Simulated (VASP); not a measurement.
Input for VASP

**INCAR**
```
SYSTEM = CdSe
PREC = Accurate
ENCUT = 420
EDIFF = 1E-09
NELM = 100
ALGO = Normal
LREAL = .FALSE.
LASPH = .TRUE.
ISMEAR = 0
SIGMA = 0.01
GGA = PS
LMAXMIX = 4
LWAVE = .FALSE.
LCHARG = .FALSE.
ISIF = 3
IBRION = 2
NSW = 50
EDIFFG = -0.005
```

KPOINTS:
```
Automatic mesh
0
Gamma
7 7 7
0 0 0
```

File POSCAR:
```
CdSe
1.0
  0.0000000000   3.0493920000   3.0493920000
  3.0493920000   0.0000000000   3.0493920000
  3.0493920000   3.0493920000   0.0000000000
Cd Se
1 1
Cartesian
  0.0000000000   0.0000000000   0.0000000000
  4.5740880000   4.5740880000   4.5740880000
```

POTCAR, in this order: Cd Se (PBE.64 set). Program: vasp_std.

Question: Translate this PBEsol calculation to Ansatz.

Answer: One equivalent input (not run):
Ansatz 0.2 input:
```yaml
crystal:
  lattice:
    - [0.0000000, 3.0493920, 3.0493920]
    - [3.0493920, 0.0000000, 3.0493920]
    - [3.0493920, 3.0493920, 0.0000000]
  atoms:
    - { symbol: Cd, position: [0.0000000, 0.0000000, 0.0000000] }
    - { symbol: Se, position: [0.7500000, 0.7500000, 0.7500000] }
kpoints:
  mp_grid: { grid: [7, 7, 7] }
hamiltonian:
  xc: pbesol
  pseudopotentials: { kind: paw }
scf:
  occupations: { method: gaussian, width: 0.01 }
  max_iter: 100
relax:
  max_steps: 50
  f_tol: 0.005
  cell: {}
output: { forces: true, stress: true, eigenvalues: true }
```
The two are equivalent in intent, not identical: each code has its own PAW files, so the cut-off isn't converted (ENCUT is set for VASP's; basis.ecutwfc is left out, and Ansatz then takes the one that its files recommend); Ansatz stops its SCF on the density residual and VASP on the energy change (EDIFF).

The structure comes from a computed database's CdSe entry; how it stands against other phases isn't given here. This run relaxes it. Symmetry was kept, so distortions that lower it aren't found. The run is one of a series of settings (EDIFF = 1E-09, EDIFFG = -0.005, ENCUT = 420, IBRION = 2, ISIF = 3, NSW = 50, KPOINTS 7×7×7 Γ-centred mesh against the base run), some of them coarse on purpose.
